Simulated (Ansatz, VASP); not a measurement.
# NiO in two plane-wave programs, part 3 of 3

One calculation is typed for both programs; each brings its own data sets and cutoff. How far apart do they land?

VASP 6.6.1 and Ansatz 0.2.0.

So far. Step 3 (Ansatz: single point, PBEsol, DFT+U): The run ends at a pressure of 3.11 GPa.

## (5) VASP: band structure, PBEsol, DFT+U

Level of this step: PBEsol, DFT+U (Ni d 5 eV), spin-polarised from an antiferromagnetic start; plane waves and PAW (Ni, O) (VASP).

With cell and atoms fixed, the geometry can't cause a difference; cores, projectors, grids and the points listed under the comparison can.

The input, INCAR:

```
SYSTEM = NiO
PREC = Accurate
ENCUT = 520
EDIFF = 1E-06
NELM = 100
ISMEAR = 0
SIGMA = 0.05
LREAL = .FALSE.
ALGO = Normal
GGA = PS
NBANDS = 32
ISPIN = 2
MAGMOM = 1.657 -1.657 0 0
LDAU = .TRUE.
LDAUTYPE = 2
LDAUL = 2 -1
LDAUU = 5 0
LDAUJ = 0 0
LDAUPRINT = 1
LASPH = .TRUE.
LMAXMIX = 4
LORBIT = 11
LWAVE = .FALSE.
LCHARG = .FALSE.
KPAR = 4
```

The input, POSCAR:

```
NiO
1.0
    0.0000000000      2.0566030368      2.0566030368
    2.0566030368      0.0000000000      2.0566030368
    4.1116460444      4.1116460444      0.0015600291
Ni O
2 2
Direct
    0.0000000000      0.0000000000      0.0000000000
    0.0000000000      0.0000000000      0.5000000000
    0.5000000000      0.5000000000      0.2500000000
    0.5000000000      0.5000000000      0.7500000000
```

The input, KPOINTS:

```
Automatic mesh
0
Gamma
9 9 9
0 0 0
```

The input, KPOINTS_OPT:

```
Line mode
16
Line-mode
Reciprocal
  0.00000000   0.00000000   0.00000000 GAMMA
  0.00000000   0.50000000   0.50000000 L

  0.00000000   0.50000000   0.50000000 L
 -0.37504745   0.31247628   0.12495255 B1

 -0.31247628   0.31247628   0.50000000 B
  0.00000000   0.00000000   0.50000000 Z

  0.00000000   0.00000000   0.50000000 Z
  0.00000000   0.00000000   0.00000000 GAMMA

  0.00000000   0.00000000   0.00000000 GAMMA
 -0.34376186   0.34376186   0.00000000 X

 -0.34376186   0.31247628   0.31247628 Q
 -0.50000000   0.00000000   0.00000000 F

 -0.50000000   0.00000000   0.00000000 F
 -0.46871441   0.00000000   0.18752372 P1

 -0.46871441   0.00000000   0.18752372 P1
  0.00000000   0.00000000   0.50000000 Z

  0.00000000   0.50000000   0.50000000 L
  0.00000000   0.46871441   0.81247628 P
```

Potentials, in the order of the species: Ni and O (PBE family, release 64).

Launch:

```bash
$ mpirun -np 4 vasp_std
```

Numbers of over 12 decimals in the logs are rounded to 6 here.

The log of the run:

```text
[banner, memory and clock lines left out]
running    4 mpi-ranks, on    1 nodes
[...]
[... a notice as in an earlier step ...]

 LDA part: xc-table for (Slater+PW92), standard interpolation
 POSCAR, INCAR and KPOINTS ok, starting setup
[...]
entering main loop
       N       E                     dE             d eps       ncg     rms          rms(c)
DAV:   1     0.255097346998E+03    0.25510E+03   -0.14039E+04 11632   0.135E+03
DAV:   2     0.373005202243E+01   -0.25137E+03   -0.22226E+03 11136   0.318E+02
DAV:   3    -0.221254620535E+02   -0.25856E+02   -0.24247E+02 12408   0.105E+02
DAV:   4    -0.225916022932E+02   -0.46614E+00   -0.46481E+00 12736   0.144E+01
[...]
DAV:  13    -0.225839031623E+02   -0.80242E-04   -0.69993E-05 15280   0.171E-01    0.314E-02
DAV:  14    -0.225839130123E+02   -0.98500E-05   -0.40615E-05 14000   0.641E-02    0.826E-03
DAV:  15    -0.225839137996E+02   -0.78729E-06   -0.23755E-06 12584   0.202E-02
   1 F= -.22583914E+02 E0= -.22583914E+02  d E =-.325312E-22  mag=     0.0000
 Start KPOINTS_OPT (optional k-point list driver)
k-point batch [1-85\144]
       N       E                     dE             ncg
DAV:   1     0.282432935217E+05   -0.43625E+05    11624
DAV:   2     0.738876910765E+04   -0.20855E+05    11152
DAV:   3     0.515437130399E+04   -0.22344E+04    12560
DAV:   4     0.511074383837E+04   -0.43627E+02    12368
[...]
DAV:   8     0.510991826361E+04   -0.26679E-04     9664
DAV:   9     0.510991826245E+04   -0.11508E-05     8424
DAV:  10     0.510991826226E+04   -0.19438E-06     8104
k-point batch [86-144\144]
       N       E                     dE             ncg
DAV:   1     0.401442080348E+05   -0.53580E+05     8040
DAV:   2     0.256515656605E+05   -0.14493E+05     7784
DAV:   3     0.241276028200E+05   -0.15240E+04     8632
DAV:   4     0.240986285924E+05   -0.28974E+02     8912
DAV:   5     0.240980965412E+05   -0.53205E+00     9680
DAV:   6     0.240980787883E+05   -0.17753E-01    10064
DAV:   7     0.240980781159E+05   -0.67244E-03     9968
DAV:   8     0.240980780995E+05   -0.16408E-04     6608
DAV:   9     0.240980780988E+05   -0.67675E-06     6008
```

From OUTCAR (step 5):

```text
  Total       -0.0106587     -0.0106587     -0.0106587     -0.0230913      0.0230913      0.0230913
  in kB       -0.4910795     -0.4910795     -0.4910795     -1.0638853      1.0638853      1.0638853
  external PRESSURE =      -0.4910795 kB  Pullay stress =       0.0000000 kB

 POSITION                                       TOTAL-FORCE (eV/Angst)
 -----------------------------------------------------------------------------------
      0.00000      0.00000      0.00000        -0.000000      0.000000     -0.000000
      2.05582      2.05582      0.00078         0.000000      0.000000     -0.000000
      2.05621      2.05621      2.05699         0.000000      0.000000      0.000000
      4.11204      4.11204      2.05777        -0.000000     -0.000000      0.000000
 -----------------------------------------------------------------------------------
    total drift:                                0.000000     -0.000000     -0.000000

  FREE ENERGIE OF THE ION-ELECTRON SYSTEM (eV)
  ---------------------------------------------------
  free  energy   TOTEN  =       -22.5839137996 eV

  energy  without entropy=      -22.5839137996  energy(sigma->0) =      -22.58391380

 magnetization (x)
# of ion       s       p       d       tot
------------------------------------------
    1       -0.005  -0.009   1.671   1.657
    2        0.005   0.009  -1.671  -1.657
    3        0.000   0.000   0.000   0.000
    4        0.000   0.000   0.000   0.000
--------------------------------------------------
tot          0.000   0.000   0.000   0.000

[... 3 further parts left out ...]
[key lines of the parts left out:]
E-fermi :   7.1854
```

Within 0.02 Å the cell has space group Fm-3m; at a tight tolerance the distortion that goes with the magnetic order makes it R-3m. Direct gaps are counted within one spin.

## (6) Ansatz: band structure, PBEsol, DFT+U

The same cell, functional, mesh and smearing now go to Ansatz, which takes its cutoff from its data sets.

The cell is taken from a series of VASP runs on this material, whose earlier steps may have relaxed, scaled or displaced it; both programs get it as it stands.

The input, input.yaml:

```yaml
crystal:
  lattice:
    - [0.0, 2.0566030368, 2.0566030368]
    - [2.0566030368, 0.0, 2.0566030368]
    - [4.1116460444, 4.1116460444, 0.0015600291]
  atoms:
    - { symbol: Ni, position: [0.0, 0.0, 0.0], spin: 1.657 }
    - { symbol: Ni, position: [0.0, 0.0, 0.5], spin: -1.657 }
    - { symbol: O, position: [0.5, 0.5, 0.25] }
    - { symbol: O, position: [0.5, 0.5, 0.75] }
hamiltonian:
  xc: pbesol
  pseudopotentials: { kind: paw }
  hubbard: { sites: [{ species: Ni, l: d, u_eff: 5.0 }] }
magnetization:
  spin_polarized: true
kpoints:
  mp_grid: { grid: [9, 9, 9] }
  band_path:
    path:
      - [0.0, 0.0, 0.0]
      - [0.0, 0.13333, 0.13333]
      - [0.0, 0.3, 0.3]
      - [0.0, 0.46667, 0.46667]
      - [-0.07501, 0.4625, 0.42499]
      - [-0.20003, 0.39999, 0.29997]
      - [-0.32504, 0.33748, 0.17496]
      - [-0.27081, 0.27081, 0.5]
      - [-0.16665, 0.16665, 0.5]
      - [-0.0625, 0.0625, 0.5]
      - [0.0, 0.0, 0.46667]
      - [0.0, 0.0, 0.3]
      - [0.0, 0.0, 0.13333]
      - [0.0, 0.0, 0.0]
      - [-0.11459, 0.11459, 0.0]
      - [-0.20626, 0.20626, 0.0]
      - [-0.32084, 0.32084, 0.0]
      - [-0.37501, 0.24998, 0.24998]
      - [-0.42709, 0.14582, 0.14582]
      - [-0.47917, 0.04166, 0.04166]
      - [-0.49583, 0.0, 0.025]
      - [-0.4854, 0.0, 0.08751]
      - [-0.47497, 0.0, 0.15002]
      - [-0.43747, 0.0, 0.20836]
      - [-0.28123, 0.0, 0.31251]
      - [-0.12499, 0.0, 0.41667]
      - [0.0, 0.5, 0.5]
      - [0.0, 0.48957, 0.60416]
      - [0.0, 0.47914, 0.70832]
      - [0.0, 0.46871, 0.81248]
    npoints: 1
scf:
  occupations: { method: gaussian, width: 0.05 }
  n_extra_bands: 11
output:
  forces: true
  stress: true
  eigenvalues: true
  write_density: true
  write_potential: true
  elf: true
  volumetric_format: npy
```

Launch:

```bash
$ ansatz run input.yaml --threads 2 --pin off --max-ram 4608MiB --backend cpu --events-out ev --progress --plain --runs-dir out
```

The log of the run:

```text
[...]
Crystal: 4 atoms, lattice volume = 34.775 Å³
Basis set: ecut = 420 eV, 675 PW (Γ), exchange–correlation on 40×40×80 points (8 copies of the dense FFT grid, shifted against one another)
Bands: 35, of which v1, the nominal top of the filled ones, is band 24 counted from 1 (23 counted from 0)
Symmetry: 12 space group operations
[...]
k-point 1 ↑: bands = [... 20 lower, 12.4488, 12.4714, 13.1320, 13.1320, 17.4473, 17.6613, 17.6613, 20.9043, ... 7 higher]
  k-point 2 ↑: bands = [... 20 lower, 12.2791, 12.2932, 13.4475, 13.4475, 17.5759, 17.5759, 18.0676, 20.8893, ... 7 higher]
  k-point 84 ↓: bands = [... 20 lower, 12.1129, 12.2738, 12.8064, 13.0555, 17.4146, 17.5909, 24.3230, 24.4961, ... 7 higher]
Occupation matrices written to <dir>
[key lines of the parts left out:]
SCF converged after 15 iterations
Magnetization: 0.0000 μB (24.0000 up, 24.0000 down)
Free energy (F): -12726.914812 eV
Fermi energy:    15.336398 eV
P = ⅓ Tr σ = 9.5315 GPa (95.315 kbar)
```

The job ended after 16 s (2 threads of Arm Neoverse N1, shared host; peak memory 0.48 GiB; 31 s of CPU time).

## (7) Side by side

What differs besides the data sets and the points named for the pairs above, as far as they apply: the data sets hold 48 valence electrons in Ansatz (default PAW (the set named soft_2) files) and 32 in VASP. Total energies have different zeros and are not compared.

Compared:

| quantity | Ansatz | VASP | difference |
| --- | --- | --- | --- |
| pressure (GPa) | 9.53 | -0.05 | +9.58 |
| pressure without Ansatz's Pulay correction (GPa) | 8.74 | -0.05 | +8.79 |
| moment on Ni1 (μB) | 1.60 | 1.66 | -0.06 |
| moment on Ni2 (μB) | -1.60 | -1.66 | +0.06 |

Ansatz's pressure holds a Pulay correction of 0.79 GPa; VASP's holds none.

## (8) Outcome

```yaml
difference_in_gap_on_the_k_mesh_single_point_pbesol_dft_u: -0.20 eV
difference_in_pressure_single_point_pbesol_dft_u: 8.6 GPa
difference_in_moment_on_ni1_band_structure_pbesol_dft_u: -0.060 μB
difference_in_pressure_band_structure_pbesol_dft_u: 9.6 GPa
```

The difference in pressure is 9.6 GPa (band structure, PBEsol, DFT+U). How closely two codes agree says nothing of how well the functional describes the real material.

[Lines on the potential files, build, host, timing and source positions are cut from VASP's logs without a mark.]

[Logs are printed without paths, hosts, clocks, repeated set-up lines and the standing remarks that a program may print on its own settings, such as how far it seeks lower states.]

[Hosts, paths, dates, database ids (printed as entryN), source tags and the programs' standing remarks are cut or masked in the printed files.]
